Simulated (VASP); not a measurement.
VASP runs on TiSe$_{2}$ (1T layered) share one base input (PBE GGA, plane waves, VASP's PBE PAW potentials (set 64)) and change the settings named in each case.

POSCAR:
```
TiSe2
1.0
  1.7700000000  -3.0657300000   0.0000000000
  1.7700000000   3.0657300000   0.0000000000
  0.0000000000   0.0000000000   6.0100000000
Ti Se
1 2
Cartesian
  0.0000000000   0.0000000000   0.0000000000
  1.7700000000   1.0219120438   1.5325500000
  1.7700000000  -1.0219120438   4.4774500000
```

**KPOINTS**
```
Automatic mesh
0
Gamma
9 9 5
0 0 0
```

**INCAR**
```
ALGO=Normal
EDIFF=1E-6
ENCUT=400
GGA=PE
ISIF=2
ISMEAR=1
LASPH=.True.
LCHARG=.False.
LMAXMIX=4
LREAL=.False.
LWAVE=.False.
NELM=100
PREC=Accurate
SIGMA=0.1
SYSTEM=TiSe2
```

POTCAR, in this order: Ti_sv Se (PBE.64 set). Program: vasp_std.

```tsv
change	E(σ→0) (eV/atom)	−TS (eV)
base run	-6.0588	-0.0005
ISMEAR = 0, NELECT = 23.5, SIGMA = 0.05	-6.7807	-0.0022
ISMEAR = 0, NELECT = 23.9, SIGMA = 0.05	-6.2147	-0.0009
ISMEAR = 0, NELECT = 23.98, SIGMA = 0.05	-6.0907	-0.0009
ISMEAR = 0, NELECT = 24.02, SIGMA = 0.05	-6.0268	-0.0015
ISMEAR = 0, NELECT = 24.1, SIGMA = 0.05	-5.8972	-0.0017
ISMEAR = 0, NELECT = 24.5, SIGMA = 0.05	-5.2126	-0.0022
```
 Charged cells carry a uniform compensating background.

Left out are runs that ran out of time, are held back, or changed the cell or the kind of run, fixed moments of cells without a moment, rows past the twelfth, gaps on odd meshes, pressures of charged cells and columns that move by less than the noise.

The compound is TiSe2 in the 1T layered structure. The cell was not relaxed at this level.
